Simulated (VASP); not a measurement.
Computed with r2SCAN meta-GGA, VASP's PBE PAW potentials (set 64) (plane waves; VASP).

VASP input:

INCAR:
```
ALGO  =  Normal
EDIFF  =  1E-6
EDIFFG  =  -0.02
ENCUT  =  520
IBRION  =  2
ISIF  =  3
ISMEAR  =  1
LASPH  =  T
LCHARG  =  F
LMAXMIX  =  6
LMIXTAU  =  T
LREAL  =  F
LWAVE  =  F
METAGGA  =  R2SCAN
NELM  =  100
NSW  =  60
PREC  =  Accurate
SIGMA  =  0.1
SYSTEM  =  WC
```

File KPOINTS:
```
Automatic mesh
0
Gamma
10 10 5
0 0 0
```

**POSCAR**
```
WC
1
    3.1043370321    -0.0000000000     0.0000000000
   -1.5521685161     2.6884345567     0.0000000000
    0.0000000000     0.0000000000     5.9466046969
W C
2 2
Direct
  0.3333330000   0.6666670000   0.0207991130
  0.6666670000   0.3333330000   0.5207991130
  0.3333330000   0.6666670000   0.3542008870
  0.6666670000   0.3333330000   0.8542008870
```

POTCAR, in this order: W_sv C (PBE.64 set). Program: vasp_std.

Output

### OUTCAR
```
 ion  position               nearest neighbor table
   1  0.333  0.667  0.021-   3 1.98   4 2.05   4 2.05   4 2.05   2 3.47   2 3.47   2 3.47   2 3.47
                             2 3.47   2 3.47
   2  0.667  0.333  0.521-   4 1.98   3 2.05   3 2.05   3 2.05   1 3.47   1 3.47   1 3.47   1 3.47
                             1 3.47   1 3.47
   3  0.333  0.667  0.354-   1 1.98   2 2.05   2 2.05   2 2.05
   4  0.667  0.333  0.854-   2 1.98   1 2.05   1 2.05   1 2.05
  LATTYP: Found a hexagonal cell.
 ALAT       =     3.1043370321
 C/A-ratio  =     1.9155796022
 Subroutine PRICEL returns:
 Original cell was already a primitive cell.
 Subroutine GETGRP returns: Found 12 space group operations
The static configuration has the point symmetry C_3v.
 The point group associated with its full space group is C_6v.
The dynamic configuration has the point symmetry C_3v.
 Subroutine INISYM returns: Found 12 space group operations
 Subroutine IBZKPT returns following result:
 Found     42 irreducible k-points:

 Following reciprocal coordinates:
            Coordinates               Weight
  0.000000  0.000000  0.000000      1.000000
  0.100000  0.000000  0.000000      6.000000
  0.200000  0.000000  0.000000      6.000000
...
```

### OSZICAR
```
       N       E                     dE             d eps       ncg     rms          rms(c)
DAV:   1     0.304107642009E+03    0.30411E+03   -0.22324E+04  1856   0.186E+03
DAV:   2    -0.115128534716E+03   -0.41924E+03   -0.41253E+03  2038   0.537E+02
DAV:   3    -0.135825198286E+03   -0.20697E+02   -0.20258E+02  2400   0.110E+02
DAV:   4    -0.136244852022E+03   -0.41965E+00   -0.41883E+00  2112   0.157E+01
DAV:   5    -0.136252962824E+03   -0.81108E-02   -0.81096E-02  2316   0.214E+00    0.473E+01
DAV:   6    -0.122717065570E+03    0.13536E+02   -0.40148E+01  2468   0.464E+01    0.104E+01
DAV:   7    -0.119546621610E+03    0.31704E+01   -0.22539E+00  2136   0.105E+01    0.438E+00
DAV:   8    -0.120438502481E+03   -0.89188E+00   -0.14068E+00  1908   0.706E+00    0.291E+00
DAV:   9    -0.120661376043E+03   -0.22287E+00   -0.14517E-01  2070   0.311E+00    0.921E-01
DAV:  10    -0.120663899393E+03   -0.25233E-02   -0.65720E-02  2058   0.166E+00    0.397E-01
DAV:  11    -0.120679108267E+03   -0.15209E-01   -0.20796E-02  2028   0.104E+00    0.234E-01
DAV:  12    -0.120682443221E+03   -0.33350E-02   -0.37868E-03  2058   0.419E-01    0.210E-01
DAV:  13    -0.120681856779E+03    0.58644E-03   -0.85735E-04  2022   0.266E-01    0.677E-02
DAV:  14    -0.120682210399E+03   -0.35362E-03   -0.31139E-04  2046   0.146E-01    0.279E-02
DAV:  15    -0.120682565075E+03   -0.35468E-03   -0.19660E-04  2010   0.955E-02    0.862E-03
DAV:  16    -0.120682577879E+03   -0.12804E-04   -0.58541E-05  2142   0.496E-02    0.723E-03
DAV:  17    -0.120682593991E+03   -0.16112E-04   -0.18724E-05  1692   0.288E-02    0.329E-03
DAV:  18    -0.120682601095E+03   -0.71035E-05   -0.16962E-06  1222   0.989E-03    0.402E-04
DAV:  19    -0.120682599898E+03    0.11965E-05   -0.39214E-07   948   0.541E-03    0.472E-04
DAV:  20    -0.120682600578E+03   -0.67961E-06   -0.65537E-08   954   0.202E-03
   1 F= -.12068260E+03 E0= -.12068250E+03  d E =-.120683E+03
       N       E                     dE             d eps       ncg     rms          rms(c)
DAV:   1    -0.121255401705E+03   -0.57280E+00   -0.21845E+01  2018   0.587E+01    0.953E+00
DAV:   2    -0.120718214719E+03    0.53719E+00   -0.26061E+00  2018   0.142E+01    0.232E+00
DAV:   3    -0.120632248344E+03    0.85966E-01   -0.23215E-01  2150   0.387E+00    0.887E-01
DAV:   4    -0.120624094284E+03    0.81541E-02   -0.30691E-02  1964   0.140E+00    0.490E-01
DAV:   5    -0.120615428114E+03    0.86662E-02   -0.32340E-02  1962   0.152E+00    0.309E-01
DAV:   6    -0.120630534233E+03   -0.15106E-01   -0.89473E-03  1974   0.754E-01    0.133E-01
DAV:   7    -0.120630608227E+03   -0.73994E-04   -0.92501E-04  2148   0.259E-01    0.290E-02
DAV:   8    -0.120630620442E+03   -0.12215E-04   -0.11569E-04  2076   0.943E-02    0.942E-03
DAV:   9    -0.120630639739E+03   -0.19297E-04   -0.18503E-05  1804   0.353E-02    0.763E-03
DAV:  10    -0.120630634411E+03    0.53281E-05   -0.10271E-05  1906   0.239E-02    0.623E-03
DAV:  11    -0.120630641002E+03   -0.65913E-05   -0.32162E-06  1602   0.128E-02    0.593E-04
DAV:  12    -0.120630640318E+03    0.68401E-06   -0.14888E-07   966   0.371E-03
   2 F= -.12063064E+03 E0= -.12063092E+03  d E =0.519603E-01
       N       E                     dE             d eps       ncg     rms          rms(c)
DAV:   1    -0.120979799145E+03   -0.34916E+00   -0.10060E+01  1982   0.389E+01    0.702E+00
DAV:   2    -0.120740780254E+03    0.23902E+00   -0.10779E+00  1956   0.969E+00    0.166E+00
DAV:   3    -0.120697147505E+03    0.43633E-01   -0.12998E-01  2210   0.300E+00    0.838E-01
DAV:   4    -0.120690240404E+03    0.69071E-02   -0.21221E-02  1998   0.113E+00    0.316E-01
DAV:   5    -0.120689899623E+03    0.34078E-03   -0.21002E-02  1926   0.123E+00    0.237E-01
DAV:   6    -0.120696312863E+03   -0.64132E-02   -0.49388E-03  2004   0.557E-01    0.133E-01
DAV:   7    -0.120696366212E+03   -0.53349E-04   -0.45826E-04  2112   0.182E-01    0.289E-02
DAV:   8    -0.120696371336E+03   -0.51242E-05   -0.44991E-05  2536   0.458E-02    0.719E-03
DAV:   9    -0.120696368940E+03    0.23962E-05   -0.99748E-06  1608   0.246E-02    0.880E-03
DAV:  10    -0.120696372451E+03   -0.35110E-05   -0.66528E-06  1946   0.186E-02    0.354E-03
DAV:  11    -0.120696370893E+03    0.15575E-05   -0.95474E-07   984   0.758E-03    0.527E-04
DAV:  12    -0.120696371636E+03   -0.74261E-06   -0.27011E-07   924   0.382E-03
   3 F= -.12069637E+03 E0= -.12069641E+03  d E =-.137711E-01
```

### OUTCAR
```
------------------------ aborting loop because EDIFF is reached ----------------------------------------
  FORCE on cell =-STRESS in cart. coord.  units (eV):
  Direction    XX          YY          ZZ          XY          YZ          ZX
  --------------------------------------------------------------------------------------
  Total       -0.0294350     -0.0294350     -0.0238654      0.0000000      0.0000000      0.0000000
  in kB       -0.9362742     -0.9362740     -0.7591151      0.0000000      0.0000000      0.0000000
  external PRESSURE =      -0.8772211 kB  Pullay stress =       0.0000000 kB
  volume of cell :       50.37
      direct lattice vectors                 reciprocal lattice vectors
     3.122231313 -0.000000000  0.000000000     0.320283765  0.184915930 -0.000000000
    -1.561115656  2.703931455 -0.000000000     0.000000000  0.369831860 -0.000000000
     0.000000000  0.000000000  5.966378979    -0.000000000 -0.000000000  0.167605847
 POSITION                                       TOTAL-FORCE (eV/Angst)
 -----------------------------------------------------------------------------------
     -0.00000      1.80262      0.12935        -0.000000      0.000000      0.009201
      1.56112      0.90131      3.11254         0.000000     -0.000000      0.009201
     -0.00000      1.80262      2.10804        -0.000000      0.000000     -0.009201
      1.56112      0.90131      5.09123         0.000000     -0.000000     -0.009201
 -----------------------------------------------------------------------------------
    total drift:                               -0.001956      0.001130      0.000067
  FREE ENERGIE OF THE ION-ELECTRON SYSTEM (eV)
  ---------------------------------------------------
  free  energy   TOTEN  =      -120.6963716360 eV

  energy  without entropy=     -120.6964867597  energy(sigma->0) =     -120.69641001

 reached required accuracy - stopping structural energy minimisation
```
(Selected blocks of OUTCAR.)

### CONTCAR
```
WC
   1.00000000000000
     3.1222313128098587   -0.0000000000003328    0.0000000000000000
    -1.5611156564555058    2.7039314553509772   -0.0000000000000000
     0.0000000000000000    0.0000000000000000    5.9663789791966488
  W               C
     2     2
Direct
     0.3333330000000032    0.6666669999999968    0.0216802508107010
     0.6666669999999968    0.3333330000000032    0.5216802508107010
     0.3333330000000032    0.6666669999999968    0.3533197491892990
     0.6666669999999968    0.3333330000000032    0.8533197491892990
```

The structure was generated: WC was put into the wurtzite type (P6_3mc), which need not be its known phase. This run relaxes it. Symmetry was kept, so distortions that lower it aren't found. The start is the result of an earlier pass.
